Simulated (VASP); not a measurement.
Input for VASP

POSCAR:
```
KCl
1
    0.0000000000     3.2079000000     3.2079000000
    3.2079000000     0.0000000000     3.2079000000
    3.2079000000     3.2079000000     0.0000000000
K Cl
1 1
Direct
  0.0000000000   0.0000000000   0.0000000000
  0.5000000000   0.5000000000   0.5000000000
```

File KPOINTS:
```
Automatic mesh
0
Gamma
6 6 6
0 0 0
```

**INCAR**
```
SYSTEM = KCl
PREC = Accurate
ENCUT = 400
EDIFF = 1E-6
NELM = 100
ALGO = Normal
LREAL = .FALSE.
LASPH = .TRUE.
ISMEAR = 0
SIGMA = 0.05
GGA = PE
LWAVE = .FALSE.
LCHARG = .FALSE.
ISIF = 2
LSORBIT = .TRUE.
MAGMOM = 0 0 0 0 0 0
GGA_COMPAT = .FALSE.
```

POTCAR, in this order: K_sv Cl (PBE.64 set). Program: vasp_std.

The resulting files:

File standard output:
```
 POSCAR found type information on POSCAR K Cl
 POSCAR found :  2 types and       2 ions
 Reading from existing POTCAR

 -----------------------------------------------------------------------------
|                                                                             |
|     EEEEEEE  RRRRRR   RRRRRR   OOOOOOO  RRRRRR      ###     ###     ###     |
|     E        R     R  R     R  O     O  R     R     ###     ###     ###     |
|     E        R     R  R     R  O     O  R     R     ###     ###     ###     |
|     EEEEE    RRRRRR   RRRRRR   O     O  RRRRRR       #       #       #      |
|     E        R   R    R   R    O     O  R   R                               |
|     E        R    R   R    R   O     O  R    R      ###     ###     ###     |
|     EEEEEEE  R     R  R     R  OOOOOOO  R     R     ###     ###     ###     |
|                                                                             |
|     ERROR: Noncollinear calculations require that VASP is compiled          |
|     without the flag -DNGXhalf and-DNGZhalf.                                |
|     You probably tried to run a noncollinear calculation                    |
|     (LNONCOLLINEAR=T) with the executable vasp_std. Use vasp_ncl            |
|     instead!                                                                |
|                                                                             |
|       ---->  I REFUSE TO CONTINUE WITH THIS SICK JOB ... BYE!!! <----       |
|                                                                             |
 -----------------------------------------------------------------------------
```

Problem. Read input and log: which fault does this run have?
(A) a metal was run with a tiny SIGMA on a coarse mesh
(B) the lattice was typed in bohr, and VASP reads ångström
(C) LEPSILON was set with a meta-GGA
(D) LSORBIT needs the non-collinear program vasp_ncl

Solution. D, LSORBIT needs the non-collinear program vasp_ncl. VASP stops with an error: ERROR: Noncollinear calculations require that VASP is compiled without the flag -DNGXhalf and-DNGZhalf. You probably tried to run a noncollinear calculation (LNONCOLLINEAR=T) with the executable vasp_std. Use vasp_ncl instead! ----> I REFUSE TO CONTINUE WITH THIS SICK JOB ... BYE!!! <----

To mend it, run vasp_ncl.

The mended run (PBE GGA with spin-orbit coupling, plane waves, VASP's PBE PAW potentials (set 64)) converges, and its OSZICAR ends with
```
   1 F= -.68157264E+01 E0= -.68157264E+01  d E =-.254291E-12  mag=     0.0000    -0.0000     0.0000
```

The compound is KCl in the rock salt structure. The cell was not relaxed at this level.
